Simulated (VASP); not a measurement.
# Ca3SiSe (Amm2) in VASP: single point with PBE

Aim: the single point of Ca3SiSe with PBE.

Program: VASP 6.6.1. These are calculated values, not measurements. Logs are shortened: lines on timing, memory, paths and dates and some standing lists are left out, and cuts for length are marked.

**1. The cell of the first run**

Symmetry: Amm2, No. 38, orthorhombic system. Conventional cell: a = 5.495 Å, b = 7.709 Å, c = 8.497 Å, α = 90.00°, β = 90.00°, γ = 90.00°. Ca (site symmetry m) is surrounded by 2 Si at 2.81 to 2.98 Å. Ca (site symmetry mm2) is surrounded by 2 Si at 2.77 Å and 1 Se at 2.89 Å. Si (site symmetry mm2) has 6 Ca at 2.77 to 2.98 Å as nearest neighbours. Se (site symmetry mm2) has 5 Ca at 2.89 to 3.31 Å as nearest neighbours.

The cell was built by a generator and needn't be a form met in nature.

**2. Single point, PBE (species swapped into the BaTiO3 type (Amm2, No. 38))**

The input, INCAR:

```
SYSTEM = Ca3SiSe
PREC = Accurate ; ENCUT = 520
EDIFF = 1E-7 ; ISMEAR = 0
SIGMA = 0.01 ; LREAL = .FALSE.
LASPH = .TRUE. ; NELM = 100
ALGO = Fast ; ISIF = 2
LWAVE = .FALSE. ; LCHARG = .FALSE.
GGA = PE ; NBANDS = 28
```

The input, KPOINTS:

```
regular mesh
0
G
  8 6 6
  0 0 0
```

The input, POSCAR:

```
Ca3SiSe
1.0
    5.4945103141      0.0000000000      0.0000000000
    0.0000000000      3.8542907690      4.2482632597
    0.0000000000     -3.8542907690      4.2482632597
Ca Si Se
3 1 1
Direct
    0.5000000000      0.9870531294      0.4232032083
    0.5000000000      0.4232032083      0.9870531294
    0.0000000000      0.4570593378      0.4570593378
    0.5000000000      0.4954277066      0.4954277066
    0.0000000000      0.1171566380      0.1171566380
```

Potentials or basis: VASP PAW PBE potentials, release 64 (Ca_sv, Si, Se).

Run with:

```bash
cat potpaw_PBE.64/Ca_sv/POTCAR potpaw_PBE.64/Si/POTCAR potpaw_PBE.64/Se/POTCAR > POTCAR
mpirun -np 1 vasp_std > vasp.out
```

OUTCAR:

```text
SYSTEM = Ca3SiSe
   PREC = Accurate
   ENCUT = 520
   EDIFF = 1E-7
   ISMEAR = 0
   LREAL = .FALSE.
   LASPH = .TRUE.
   NELM = 100
   ISIF = 2
   GGA = PE

 ion  position               nearest neighbor table
   1  0.500  0.987  0.423-   4 2.81   4 2.98
   2  0.500  0.423  0.987-   4 2.81   4 2.98
   3  0.000  0.457  0.457-   4 2.77   4 2.77   5 2.89
   4  0.500  0.495  0.495-   3 2.77   3 2.77   1 2.81   2 2.81   1 2.98   2 2.98
   5  0.000  0.117  0.117-   3 2.89

  LATTYP: Found a base centered orthorhombic cell.
 ALAT       =     7.7085815380
 B/A-ratio  =     1.1022165982
 C/A-ratio  =     0.7127783869

  Lattice vectors:

 A1 = (   0.0000000000,   3.8542907690,  -4.2482632597)
 A2 = (   0.0000000000,   3.8542907690,   4.2482632597)
 A3 = (   5.4945103141,   0.0000000000,   0.0000000000)

Analysis of symmetry for initial positions (statically):
=====================================================================
 Subroutine PRICEL returns:
 Original cell was already a primitive cell.

 Routine SETGRP: Setting up the symmetry group for a
 base centered orthorhombic supercell.

 Subroutine GETGRP returns: Found  4 space group operations
 (whereof  4 operations were pure point group operations)
 out of a pool of  8 trial point group operations.

The static configuration has the point symmetry C_2v.

Analysis of symmetry for dynamics (positions and initial velocities):
=====================================================================
 Subroutine PRICEL returns:
 Original cell was already a primitive cell.

 Routine SETGRP: Setting up the symmetry group for a
 base centered orthorhombic supercell.

 Subroutine GETGRP returns: Found  4 space group operations
 (whereof  4 operations were pure point group operations)
 out of a pool of  8 trial point group operations.

The dynamic configuration has the point symmetry C_2v.

 Subroutine INISYM returns: Found  4 space group operations
 (whereof  4 operations are pure point group operations),
 and found     1 'primitive' translations

----------------------------------------------------------------------------------------

                                     Primitive cell

  volume of cell :     179.9347

  direct lattice vectors                    reciprocal lattice vectors
     5.494510314  0.000000000  0.000000000     0.181999840  0.000000000  0.000000000
     0.000000000  3.854290769  4.248263260     0.000000000  0.129725553  0.117695154
     0.000000000 -3.854290769  4.248263260     0.000000000 -0.129725553  0.117695154

  length of vectors
     5.494510314  5.736139648  5.736139648     0.181999840  0.175159551  0.175159551

  position of ions in fractional coordinates (direct lattice)
     0.500000000  0.987053129  0.423203208
     0.500000000  0.423203208  0.987053129
     0.000000000  0.457059338  0.457059338
     0.500000000  0.495427707  0.495427707
     0.000000000  0.117156638  0.117156638

  ion indices of the primitive-cell ions
   primitive index   ion index
                 1           1
                 2           2
                 3           3
                 4           4
                 5           5

----------------------------------------------------------------------------------------

 KPOINTS: regular mesh

Automatic generation of k-mesh.
 Grid dimensions read from file:
 generate k-points for:    8    6    6

 Generating k-lattice:

  Cartesian coordinates                     Fractional coordinates (reciprocal lattice)
     0.022749980  0.000000000  0.000000000     0.125000000  0.000000000  0.000000000
     0.000000000  0.021620925  0.019615859     0.000000000  0.166666667  0.000000000
     0.000000000 -0.021620925  0.019615859     0.000000000  0.000000000  0.166666667

  Length of vectors
     0.022749980  0.029193259  0.029193259

  Shift w.r.t. Gamma in fractional coordinates (k-lattice)
     0.000000000  0.000000000  0.000000000

 Subroutine IBZKPT returns following result:
 ===========================================

 Found     65 irreducible k-points:

 Following reciprocal coordinates:
            Coordinates               Weight
  0.000000  0.000000  0.000000      1.000000
  0.125000  0.000000  0.000000      2.000000
  0.250000  0.000000  0.000000      2.000000
  0.375000  0.000000  0.000000      2.000000
  0.500000  0.000000  0.000000      1.000000
  0.000000  0.166667  0.000000      4.000000
[... 16 lines left out ...]
  0.250000  0.166667  0.166667      4.000000
  0.375000  0.166667  0.166667      4.000000
 [... further k-points ...]
   k-points           NKPTS =     65   k-points in BZ     NKDIM =     65   number of bands    NBANDS=     28
   number of dos      NEDOS =    301   number of ions     NIONS =      5
   total plane-waves  NPLWV =  96768
   dimension x,y,z NGX =    42 NGY =   48 NGZ =   48
   dimension x,y,z NGXF=    84 NGYF=   96 NGZF=   96
   ions per type =               3   1   1
   NGX,Y,Z   is equivalent  to a cutoff of  12.71, 13.91, 13.91 a.u.
   NGXF,Y,Z  is equivalent  to a cutoff of  25.42, 27.82, 27.82 a.u.
 SYSTEM =  Ca3SiSe
   PREC   = accura    normal or accurate (medium, high low for compatibility)
   ISTART =      0    job   : 0-new  1-cont  2-samecut
   ICHARG =      2    charge: 1-file 2-atom 10-const
   ISPIN  =      1    spin polarized calculation?
   LNONCOLLINEAR =      F non collinear calculations
   LSORBIT =      F    spin-orbit coupling
   LASPH  =      T    aspherical Exc in radial PAW
   ENCUT  =  520.0 eV  38.22 Ry    6.18 a.u.  10.22 10.67 10.67*2*pi/ulx,y,z
   NELM   =    100;   NELMIN=  2; NELMDL= -5     # of ELM steps
   EDIFF  = 0.1E-06   stopping-criterion for ELM
   LREAL  =      F    real-space projection
   EDIFFG = 0.1E-05   stopping-criterion for IOM
   NSW    =      0    number of steps for IOM
   IBRION =     -1    ionic relax: 0-MD 1-quasi-New 2-CG
   NFREE  =      0    steps in history (QN), initial steepest desc. (CG)
   ISIF   =      2    stress and relaxation
   ISYM   =      2    0-nonsym 1-usesym 2-fastsym
   POTIM  = 0.5000    time-step for ionic-motion
   TEBEG  =    0.0;   TEEND  =   0.0 temperature during run
   PSTRESS=    0.0 pullay stress
   NELECT =      40.0000    total number of electrons
   NUPDOWN=      -1.0000    fix difference up-down
   EMIN   =  10.00;   EMAX   =-10.00  energy-range for DOS
   EFERMI =   0.00;   METHOD = LEGACY
   ISMEAR =     0;   SIGMA  =   0.01  broadening in eV -4-tet -1-fermi 0-gaus
   EFERMI_NEDOS =   21; number of points for ismear=-14 and -15
   IALGO  =     68    algorithm
   IMIX   =      4    mixing-type and parameters
     AMIX     =   0.40;   BMIX     =  1.00
     AMIX_MAG =   1.60;   BMIX_MAG =  1.00
  volume/ion in A,a.u.               =      35.99       242.85
  Fermi-wavevector in a.u.,A,eV,Ry     =   0.991722  1.874082 13.381495  0.983512
  Thomas-Fermi vector in A             =   2.123483
   LORBIT       =      0    0 simple, 1 ext, 2 COOP (PROOUT), +10 PAW based schemes
   GGA     = PE    functional components
   LHFCALC =     F    Hartree Fock is set to
   AEXX    =    0.0000 exact exchange contribution
   IVDW    =     0    specifies the selected vdW correction
   LEPSILON=     F    determine dielectric tensor
   LRPA    =     F    only Hartree local field effects (RPA)
 non-spin polarized calculation
 RMM-DIIS sequential band-by-band and
 Gauss-broadening in eV      SIGMA  =   0.01
  energy-cutoff  :      520.00
  volume of cell :      179.93
 maximum number of plane-waves:      4890
 NGX is ok and might be reduce to    42
   NGX = 21   NGY = 21   NGZ = 21

 number of electron      40.0000000 magnetization

 Free energy of the ion-electron system (eV)
  ---------------------------------------------------
  ext. energy  EPLUGINS =         0.00000000
  ---------------------------------------------------
  free energy    TOTEN  =       -18.26333465 eV

  energy without entropy =      -18.26333465  energy(sigma->0) =      -18.26333465

 E-fermi :   2.0160     XC(G=0):  -7.6277

 val. band max:        1.9747442259   @ k =   0.0000   0.0000   0.0000
 cond. band min:       2.0575628726   @ k =   0.0000   0.0000   0.0000
 fundamental gap:      0.0828186467
 Fermi energy:         2.0159809927

 k-point     1 :       0.0000    0.0000    0.0000
  band No.  band energies     occupation
      1     -39.5795      2.00000
      2     -39.5617      2.00000
      3     -38.9463      2.00000
      4     -20.7536      2.00000
      5     -20.6535      2.00000
      6     -20.6152      2.00000
[... 20 lines left out ...]
     27       5.5409      0.00000
     28       5.6715      0.00000

 k-point     2 :       0.1250    0.0000    0.0000
  band No.  band energies     occupation
      1     -39.5794      2.00000
      2     -39.5617      2.00000
      3     -38.9463      2.00000
      4     -20.7535      2.00000
      5     -20.6534      2.00000
      6     -20.6154      2.00000
[... 20 lines left out ...]
     27       5.2725      0.00000
     28       5.5603      0.00000

 k-point     3 :       0.2500    0.0000    0.0000
  band No.  band energies     occupation
      1     -39.5794      2.00000
      2     -39.5617      2.00000
      3     -38.9463      2.00000
      4     -20.7531      2.00000
      5     -20.6533      2.00000
      6     -20.6159      2.00000
[... 20 lines left out ...]
     27       5.0604      0.00000
     28       5.5619      0.00000

 k-point     4 :       0.3750    0.0000    0.0000
  band No.  band energies     occupation
      1     -39.5794      2.00000
      2     -39.5617      2.00000
      3     -38.9463      2.00000
      4     -20.7528      2.00000
      5     -20.6532      2.00000
      6     -20.6163      2.00000
[... 578 lines left out ...]
     27       5.2678      0.00000
     28       5.6254      0.00000

 k-point    23 :       0.2500    0.1667    0.1667
  band No.  band energies     occupation
      1     -39.5790      2.00000
      2     -39.5621      2.00000
      3     -38.9463      2.00000
      4     -20.7551      2.00000
      5     -20.6493      2.00000
      6     -20.6152      2.00000
[... 20 lines left out ...]
     27       5.0767      0.00000
     28       5.4891      0.00000

 k-point    24 :       0.3750    0.1667    0.1667
  band No.  band energies     occupation
      1     -39.5790      2.00000
      2     -39.5620      2.00000
      3     -38.9463      2.00000
      4     -20.7548      2.00000
      5     -20.6492      2.00000
      6     -20.6160      2.00000
[... 20 lines left out ...]
     27       5.0476      0.00000
     28       5.3544      0.00000

 [... further k-points ...]

------------------------ aborting loop because EDIFF is reached ----------------------------------------

  FORCE on cell =-STRESS in cart. coord.  units (eV):
  Direction    XX          YY          ZZ          XY          YZ          ZX
  --------------------------------------------------------------------------------------
  -------------------------------------------------------------------------------------
  Total        0.0966274      0.0430721      0.1001783      0.0000000      0.0000000      0.0000000
  in kB        0.8603914      0.3835234      0.8920095      0.0000000      0.0000000      0.0000000
  external PRESSURE =       0.7119748 kB  Pullay stress =       0.0000000 kB

 VOLUME and BASIS-vectors are now :
 -----------------------------------------------------------------------------
  energy-cutoff  :      520.00
  volume of cell :      179.93
      direct lattice vectors                 reciprocal lattice vectors
     5.494510314  0.000000000  0.000000000     0.181999840  0.000000000  0.000000000
     0.000000000  3.854290769  4.248263260     0.000000000  0.129725553  0.117695154
     0.000000000 -3.854290769  4.248263260     0.000000000 -0.129725553  0.117695154

 POSITION                                       TOTAL-FORCE (eV/Angst)
 -----------------------------------------------------------------------------------
      2.74726      2.17324      5.99114         0.000000     -0.000379      0.002824
      2.74726     -2.17324      5.99114         0.000000      0.000379      0.002824
      0.00000      0.00000      3.88342         0.000000     -0.000000      0.009236
      2.74726      0.00000      4.20941         0.000000     -0.000000     -0.000106
      0.00000      0.00000      0.99542         0.000000     -0.000000     -0.014778
 -----------------------------------------------------------------------------------
    total drift:                                0.000000     -0.000000     -0.000643

  FREE ENERGIE OF THE ION-ELECTRON SYSTEM (eV)
  ---------------------------------------------------
  free  energy   TOTEN  =       -18.2633346523 eV

  energy  without entropy=      -18.2633346523  energy(sigma->0) =      -18.26333465
```

It took 8.1 min on 1 thread of AMD EPYC 9R45 (Zen 5), shared host; peak memory 0.48 GiB.

What came out:

| Item | Value |
| --- | --- |
| Free energy | -18.2633 eV |
| Pressure | 0.1 GPa |
| Largest force | 0.015 eV/Å |
| Band gap on the k mesh | 0.08 eV, direct |

Forces on the atoms (eV/Å):
```
Ca   0.000  0.000  0.003
Ca   0.000  0.000  0.003
Ca   0.000  0.000  0.009
Si   0.000  0.000  0.000
Se   0.000  0.000 -0.015
```

Levels at points of the mesh, in eV from the valence-band top:
```tsv
k point	band 17	band 18	band 19	band 20	band 21	band 22	band 23	band 24
(0.00, 0.00, 0.00)	-2.30	-0.51	-0.36	0.00	0.08	0.97	1.52	1.80
(0.50, 0.00, 0.00)	-2.27	-1.55	-0.61	-0.61	1.10	1.28	1.55	1.83
(0.00, 0.50, 0.00)	-2.33	-1.66	-0.43	-0.26	1.27	1.49	1.51	2.05
(0.50, 0.50, 0.00)	-2.18	-1.23	-1.05	-0.70	1.34	1.37	1.85	2.20
(0.00, 0.50, 0.50)	-2.65	-1.38	-1.02	-0.46	1.06	1.85	1.90	2.01
(0.50, 0.50, 0.50)	-2.45	-1.73	-1.48	-1.30	1.45	1.70	2.30	2.55
```

A k mesh can miss the band edges.
